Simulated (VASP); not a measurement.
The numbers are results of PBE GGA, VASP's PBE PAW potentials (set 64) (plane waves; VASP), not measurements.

VASP input:

File KPOINTS:
```
Automatic mesh
0
gamma
 9 9 9
```

### INCAR
```
ALGO = Normal
EDIFF = 1E-6
EDIFFG = -0.02
ENCUT = 500
GGA = PE
IBRION = 2
ISIF = 3
ISMEAR = 1
LASPH = T
LCHARG = F
LMAXMIX = 6
LREAL = F
LWAVE = F
NELM = 100
NSW = 40
PREC = Accurate
PSTRESS = 50
SIGMA = 0.1
SYSTEM = PtAl2
```

**POSCAR**
```
PtAl2
1.0
  0.0000000000   2.9713969636   2.9713969636
  2.9713969636   0.0000000000   2.9713969636
  2.9713969636   2.9713969636   0.0000000000
Al Pt
2 1
Cartesian
  1.4856984818   1.4856984818   1.4856984818
  4.4570954454   4.4570954454   4.4570954454
  0.0000000000   0.0000000000   0.0000000000
```

POTCAR, in this order: Al Pt (PBE.64 set). Program: vasp_std.

Output

OSZICAR:
```
       N       E                     dE             d eps       ncg     rms          rms(c)
DAV:   1     0.497390613009E+02    0.49739E+02   -0.66157E+03   864   0.110E+03
DAV:   2    -0.148601704270E+02   -0.64599E+02   -0.57479E+02   980   0.181E+02
DAV:   3    -0.168030831376E+02   -0.19429E+01   -0.19241E+01  1068   0.313E+01
DAV:   4    -0.168195330463E+02   -0.16450E-01   -0.16446E-01   976   0.347E+00
DAV:   5    -0.168197992205E+02   -0.26617E-03   -0.26616E-03  1084   0.459E-01    0.839E+00
DAV:   6    -0.163714765695E+02    0.44832E+00   -0.24913E+00   988   0.154E+01    0.218E+00
DAV:   7    -0.162926118951E+02    0.78865E-01   -0.19766E-01   928   0.455E+00    0.164E+00
DAV:   8    -0.162631402291E+02    0.29472E-01   -0.32421E-02   988   0.180E+00    0.252E-01
DAV:   9    -0.162631466720E+02   -0.64429E-05   -0.19539E-03  1020   0.430E-01    0.164E-01
DAV:  10    -0.162632944348E+02   -0.14776E-03   -0.33379E-04   940   0.154E-01    0.178E-02
DAV:  11    -0.162632920375E+02    0.23973E-05   -0.18503E-05  1016   0.454E-02    0.824E-03
DAV:  12    -0.162632939705E+02   -0.19330E-05   -0.57677E-06   924   0.182E-02    0.223E-03
DAV:  13    -0.162632938826E+02    0.87950E-07   -0.56004E-07   604   0.782E-03
   1 F= -.14625831E+02 E0= -.14626345E+02  d E =-.146258E+02
       N       E                     dE             d eps       ncg     rms          rms(c)
DAV:   1    -0.171133325232E+02   -0.85004E+00   -0.14502E+01   944   0.407E+01    0.756E+00
DAV:   2    -0.161791837168E+02    0.93415E+00   -0.54672E+00   932   0.236E+01    0.209E+00
DAV:   3    -0.161224748211E+02    0.56709E-01   -0.25474E-01   892   0.552E+00    0.712E-01
DAV:   4    -0.161157410175E+02    0.67338E-02   -0.22509E-02   940   0.921E-01    0.214E-01
DAV:   5    -0.161155565655E+02    0.18445E-03   -0.34987E-03  1012   0.605E-01    0.126E-01
DAV:   6    -0.161156300242E+02   -0.73459E-04   -0.53707E-04   960   0.221E-01    0.294E-02
DAV:   7    -0.161156408052E+02   -0.10781E-04   -0.29191E-05  1000   0.567E-02    0.406E-03
DAV:   8    -0.161156413717E+02   -0.56651E-06   -0.15794E-06   624   0.105E-02
   2 F= -.14604940E+02 E0= -.14605112E+02  d E =0.208909E-01
       N       E                     dE             d eps       ncg     rms          rms(c)
DAV:   1    -0.165408221714E+02   -0.42518E+00   -0.45283E+00   924   0.226E+01    0.339E+00
DAV:   2    -0.162501106139E+02    0.29071E+00   -0.15307E+00   916   0.133E+01    0.957E-01
DAV:   3    -0.162383477873E+02    0.11763E-01   -0.55277E-02   900   0.252E+00    0.467E-01
DAV:   4    -0.162362732693E+02    0.20745E-02   -0.60642E-03   912   0.451E-01    0.128E-01
DAV:   5    -0.162362658773E+02    0.73921E-05   -0.83680E-04   992   0.295E-01    0.702E-02
DAV:   6    -0.162362619448E+02    0.39325E-05   -0.13102E-04   912   0.114E-01    0.204E-02
DAV:   7    -0.162362640174E+02   -0.20726E-05   -0.44395E-06  1008   0.167E-02    0.339E-03
DAV:   8    -0.162362636207E+02    0.39668E-06   -0.10719E-06   548   0.939E-03
   3 F= -.14655567E+02 E0= -.14655950E+02  d E =-.297355E-01
```

File OUTCAR:
```
------------------------ aborting loop because EDIFF is reached ----------------------------------------
  FORCE on cell =-STRESS in cart. coord.  units (eV):
  Direction    XX          YY          ZZ          XY          YZ          ZX
  --------------------------------------------------------------------------------------
  Total        1.5687870      1.5687870      1.5687870      0.0000000     -0.0000000      0.0000000
  in kB       49.6232664     49.6232664     49.6232664      0.0000000     -0.0000000      0.0000000
  external PRESSURE =      -0.3767336 kB  Pullay stress =      50.0000000 kB
  volume of cell :       50.65
      direct lattice vectors                 reciprocal lattice vectors
     0.000000000  2.936656000  2.936656000    -0.170261685  0.170261685  0.170261685
     2.936656000  0.000000000  2.936656000     0.170261685 -0.170261685  0.170261685
     2.936656000  2.936656000 -0.000000000     0.170261685  0.170261685 -0.170261685
 POSITION                                       TOTAL-FORCE (eV/Angst)
 -----------------------------------------------------------------------------------
      1.46833      1.46833      1.46833        -0.000000     -0.000000     -0.000000
      4.40498      4.40498      4.40498         0.000000      0.000000      0.000000
      0.00000      0.00000      0.00000         0.000000      0.000000      0.000000
 -----------------------------------------------------------------------------------
    total drift:                                0.000000     -0.000000      0.000000
  FREE ENERGIE OF THE ION-ELECTRON SYSTEM (eV)
  ---------------------------------------------------
  free  energy   TOTEN  =       -16.2362636207 eV

  energy  without entropy=      -16.2374128701  energy(sigma->0) =      -16.23664670
  enthalpy is  TOTEN    =       -14.6555665583 eV   P V=        1.5806970624

 reached required accuracy - stopping structural energy minimisation
```
(Selected blocks of OUTCAR.)

**CONTCAR**
```
PtAl2
   1.00000000000000
     0.0000000000000000    2.9366559997831057    2.9366559997831057
     2.9366559997831057    0.0000000000000000    2.9366559997831057
     2.9366559997831057    2.9366559997831057   -0.0000000000000000
  Al              Pt
     2     1
Direct
     0.2500000000000000    0.2500000000000000    0.2500000000000000
     0.7500000000000000    0.7500000000000000    0.7500000000000000
     0.0000000000000000    0.0000000000000000    0.0000000000000000
```

Energy and stress use the plane-wave basis of the starting cell.

The compound is PtAl2 in the fluorite structure. This run relaxes it under an external pressure of 5 GPa. Symmetry was kept, so distortions that lower it aren't found.
